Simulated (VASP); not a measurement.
These are r2SCAN+rVV10, VASP's PBE PAW potentials (set 64) (plane waves; VASP 6.6.1) values and carry that method's errors.

VASP input:

### POSCAR
```
Ti
1
    1.4362530721    -2.4876633499     0.0000000000
    1.4362530721     2.4876633499     0.0000000000
    0.0000000000     0.0000000000     4.5319668619
Ti
2
Direct
  0.3333330000   0.6666670000   0.2500000000
  0.6666670000   0.3333330000   0.7500000000
```

**KPOINTS**
```
Automatic
0
gamma
  14 14 8
0 0 0
```

**INCAR**
```
SYSTEM = Ti
PREC = Accurate
ENCUT = 520
EDIFF = 1E-7
NELM = 100
ALGO = Normal
LREAL = .FALSE.
LASPH = .TRUE.
ISMEAR = 1
SIGMA = 0.1
METAGGA = R2SCAN
LUSE_VDW = .TRUE.
BPARAM = 11.95
CPARAM = 0.0093
LMIXTAU = .TRUE.
LMAXMIX = 4
LWAVE = .FALSE.
LCHARG = .FALSE.
ISIF = 4
IBRION = 2
NSW = 30
EDIFFG = -0.01
```

POTCAR, in this order: Ti_sv (PBE.64 set). Program: vasp_std.

The run wrote:

**OUTCAR**
```
 ion  position               nearest neighbor table
   1  0.333  0.667  0.250-   2 2.81   2 2.81   2 2.81   2 2.81   2 2.81   2 2.81
   2  0.667  0.333  0.750-   1 2.81   1 2.81   1 2.81   1 2.81   1 2.81   1 2.81
  LATTYP: Found a hexagonal cell.
 ALAT       =     2.8725061931
 C/A-ratio  =     1.5777048184
 Subroutine PRICEL returns:
 Original cell was already a primitive cell.
 Subroutine GETGRP returns: Found 24 space group operations
The static configuration has the point symmetry D_3d.
 The point group associated with its full space group is D_6h.
The dynamic configuration has the point symmetry D_3d.
 Subroutine INISYM returns: Found 24 space group operations
 Subroutine IBZKPT returns following result:
 Found    120 irreducible k-points:

 Following reciprocal coordinates:
            Coordinates               Weight
  0.000000  0.000000  0.000000      1.000000
  0.071429  0.000000  0.000000      6.000000
  0.142857  0.000000  0.000000      6.000000
  0.214286  0.000000  0.000000      6.000000
  0.285714  0.000000  0.000000      6.000000
  0.357143  0.000000  0.000000      6.000000
  0.428571  0.000000  0.000000      6.000000
...
```

File OSZICAR:
```
       N       E                     dE             d eps       ncg     rms          rms(c)
DAV:   1     0.244940267731E+03    0.24494E+03   -0.13956E+04  3848   0.195E+03
DAV:   2    -0.192782760144E+01   -0.24687E+03   -0.24545E+03  3960   0.513E+02
DAV:   3    -0.326315224227E+02   -0.30704E+02   -0.30456E+02  7576   0.144E+02
DAV:   4    -0.338501084873E+02   -0.12186E+01   -0.12185E+01  3944   0.315E+01
DAV:   5    -0.339160532077E+02   -0.65945E-01   -0.65943E-01  6192   0.519E+00    0.157E+01
DAV:   6    -0.265307470373E+02    0.73853E+01   -0.19939E+01  4800   0.608E+01    0.209E+00
DAV:   7    -0.240187940131E+02    0.25120E+01   -0.32208E+00  6360   0.144E+01    0.258E+00
DAV:   8    -0.245572397349E+02   -0.53845E+00   -0.39003E-01  4776   0.447E+00    0.226E+00
DAV:   9    -0.248764593442E+02   -0.31922E+00   -0.27111E-01  3856   0.710E+00    0.130E+00
DAV:  10    -0.252885145118E+02   -0.41206E+00   -0.39643E-01  4336   0.575E+00    0.399E-01
DAV:  11    -0.252995879238E+02   -0.11073E-01   -0.39317E-02  4960   0.191E+00    0.504E-01
DAV:  12    -0.252797842885E+02    0.19804E-01   -0.11372E-02  3896   0.126E+00    0.305E-01
DAV:  13    -0.252936569290E+02   -0.13873E-01   -0.14384E-02  4280   0.141E+00    0.135E-01
DAV:  14    -0.252976561657E+02   -0.39992E-02   -0.24433E-03  6352   0.472E-01    0.237E-01
DAV:  15    -0.252997053529E+02   -0.20492E-02   -0.98188E-04  3920   0.373E-01    0.142E-01
DAV:  16    -0.252990444819E+02    0.66087E-03   -0.10833E-03  5296   0.352E-01    0.334E-02
DAV:  17    -0.252990527875E+02   -0.83056E-05   -0.12993E-04  4848   0.128E-01    0.511E-02
DAV:  18    -0.252990660462E+02   -0.13259E-04   -0.37323E-05  4104   0.786E-02    0.153E-02
DAV:  19    -0.252990754883E+02   -0.94421E-05   -0.98420E-06  4952   0.351E-02    0.703E-03
DAV:  20    -0.252990679620E+02    0.75264E-05   -0.95833E-07  4184   0.124E-02    0.233E-03
DAV:  21    -0.252990690584E+02   -0.10965E-05   -0.12866E-07  3152   0.422E-03    0.176E-03
DAV:  22    -0.252990681628E+02    0.89566E-06   -0.15991E-07  2480   0.450E-03    0.120E-03
DAV:  23    -0.252990686254E+02   -0.46260E-06   -0.53754E-08  2176   0.199E-03    0.918E-04
DAV:  24    -0.252990685946E+02    0.30816E-07   -0.16886E-08  2016   0.123E-03
   1 F= -.25299069E+02 E0= -.25299677E+02  d E =-.252991E+02
```

### OUTCAR
```
------------------------ aborting loop because EDIFF is reached ----------------------------------------
  FORCE on cell =-STRESS in cart. coord.  units (eV):
  Direction    XX          YY          ZZ          XY          YZ          ZX
  --------------------------------------------------------------------------------------
  Total        1.6444349      1.6444349      1.6636965      0.0000000      0.0000000      0.0000000
  in kB       81.3556952     81.3556989     82.3086322      0.0000000      0.0000000      0.0000000
  external PRESSURE =      81.6733421 kB  Pullay stress =       0.0000000 kB
  volume of cell :       32.38
      direct lattice vectors                 reciprocal lattice vectors
     1.436253072 -2.487663350  0.000000000     0.348128063 -0.200991826  0.000000000
     1.436253072  2.487663350  0.000000000     0.348128063  0.200991826  0.000000000
     0.000000000  0.000000000  4.531966862     0.000000000  0.000000000  0.220654747
 POSITION                                       TOTAL-FORCE (eV/Angst)
 -----------------------------------------------------------------------------------
      1.43625      0.82922      1.13299         0.000000     -0.000000      0.000000
      1.43625     -0.82922      3.39898         0.000000      0.000000      0.000000
 -----------------------------------------------------------------------------------
    total drift:                               -0.000000      0.001049     -0.000020
  FREE ENERGIE OF THE ION-ELECTRON SYSTEM (eV)
  ---------------------------------------------------
  free  energy   TOTEN  =       -25.2990685946 eV

  energy  without entropy=      -25.3008945011  energy(sigma->0) =      -25.29967723

 reached required accuracy - stopping structural energy minimisation
```
(Selected blocks of OUTCAR.)

The compound is Ti in the hcp structure. This cell is one point of a volume scan, at 0.94 of the reference volume.
